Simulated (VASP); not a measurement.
VASP ran on this input.

**KPOINTS**
```
Automatic mesh
0
Gamma
11 11 6
0 0 0
```

### INCAR
```
# general
SYSTEM  = CuF
PREC    = Accurate
ENCUT   = 620
LREAL   = F
LASPH   = T

# electronic loop
EDIFF   = 1E-6
NELM    = 100
ALGO    = Normal
LMAXMIX = 4

# smearing
ISMEAR  = 1
SIGMA   = 0.1

# functional
GGA     = PS

# ions
IBRION  = 2
NSW     = 40
ISIF    = 3
EDIFFG  = -0.02

# output
LWAVE   = F
LCHARG  = F
```

### POSCAR
```
CuF
1.0
  3.1356677750   0.0000000000   0.0000000000
 -1.5678338874   2.7155679248   0.0000000000
  0.0000000000   0.0000000000   5.3221239064
Cu F
2 2
direct
  1.0000000000   0.0000000000   0.0000000000
  1.0000000000   0.0000000000   0.5000000000
  0.3333330000   0.6666670000   0.2500000000
  0.6666670000   0.3333330000   0.7500000000
```

POTCAR, in this order: Cu F (PBE.64 set). Program: vasp_std.

Q: Translate this PBEsol calculation to Ansatz.

A: One equivalent input (not run):
Ansatz 0.2 input:
```yaml
crystal:
  lattice:
    - [3.1356678, 0.0000000, 0.0000000]
    - [-1.5678339, 2.7155679, 0.0000000]
    - [0.0000000, 0.0000000, 5.3221239]
  atoms:
    - { symbol: Cu, position: [1.0000000, 0.0000000, 0.0000000] }
    - { symbol: Cu, position: [1.0000000, 0.0000000, 0.5000000] }
    - { symbol: F, position: [0.3333330, 0.6666670, 0.2500000] }
    - { symbol: F, position: [0.6666670, 0.3333330, 0.7500000] }
kpoints:
  mp_grid: { grid: [11, 11, 6] }
hamiltonian:
  xc: pbesol
  pseudopotentials: { kind: paw }
scf:
  occupations: { method: methfessel_paxton, width: 0.1 }
  max_iter: 100
relax:
  max_steps: 40
  f_tol: 0.02
  cell: {}
output: { forces: true, stress: true, eigenvalues: true }
```
Limits of the translation: each code has its own PAW files, so the cut-off isn't converted (ENCUT is set for VASP's; basis.ecutwfc is left out, and Ansatz then takes the one that its files recommend); Ansatz stops its SCF on the density residual and VASP on the energy change (EDIFF).

The structure was generated: CuF was put into the NiAs type type (P6_3/mmc), which need not be its known phase. It was relaxed first, which changed the volume by +38 %.
